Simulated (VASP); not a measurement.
```xyz
6
Lattice="4.2679 0.0000 0.0000 0.0000 4.2679 0.0000 0.0000 0.0000 2.7751" Properties=species:S:1:pos:R:3 pbc="T T T"
Mn     0.0000     0.0000     0.0000
Mn     2.1339     2.1339     1.3875
O      1.2879     1.2879     0.0000
O      3.4219     0.8460     1.3875
O      0.8460     3.4219     1.3875
O      2.9800     2.9800     0.0000
```
Starting moments (μB, in the order of the record's atoms Mn Mn O O O O): 2.4 -2.4 0.0 0.0 0.0 0.0.

Computed with PBEsol GGA, VASP's PBE PAW potentials (set 64) (plane waves; VASP). Numerical set-up: 620 eV cut-off, 7×7×11 Γ-centred mesh, first-order Methfessel-Paxton smearing of 0.10 eV, potentials Mn_pv O.

Energy and stress use the plane-wave basis of the starting cell.

Q: The ions, cell shape and volume at an external pressure of 30.0 GPa are relaxed. Give the cell that the relaxation ends in.

A: 
```xyz
6
Lattice="4.2272 0.0000 0.0000 0.0000 4.2272 0.0000 0.0000 0.0000 2.7511" Properties=species:S:1:pos:R:3 pbc="T T T"
Mn     0.0000     0.0000     0.0000
Mn     2.1136     2.1136     1.3755
O      1.2732     1.2732     0.0000
O      3.3868     0.8404     1.3755
O      0.8404     3.3868     1.3755
O      2.9540     2.9540     0.0000
```
Space group P4_2/mnm (136), at a tolerance of 0.03 Å. The cell ends with 0.00 μB, on the sites 2.24 -2.24 -0.04 0.04 0.04 -0.04 μB.

Q: How do energy and volume change from the first to the last step?

A: The energy (σ→0) changes by +36.1 meV/atom and the volume by -2.7 %, in 6 ionic steps.

| step | E(σ→0) (eV) | max force (eV/Å) | pressure (GPa) | volume (Å³) |
|---|---|---|---|---|
| 1 | -50.3906 | 0.007 | 20.06 | 50.55 |
| 2 | -49.5838 | 0.428 | 51.13 | 46.82 |
| 3 | -50.1844 | 0.142 | 29.85 | 49.22 |
| 4 | -50.1795 | 0.145 | 30.04 | 49.19 |
| 5 | -50.1682 | 0.108 | 30.08 | 49.13 |
| 6 | -50.1742 | 0.008 | 30.06 | 49.16 |

The compound is MnO2 in the rutile structure. This run relaxes it under an external pressure of 30 GPa. Symmetry was kept, so distortions that lower it aren't found.
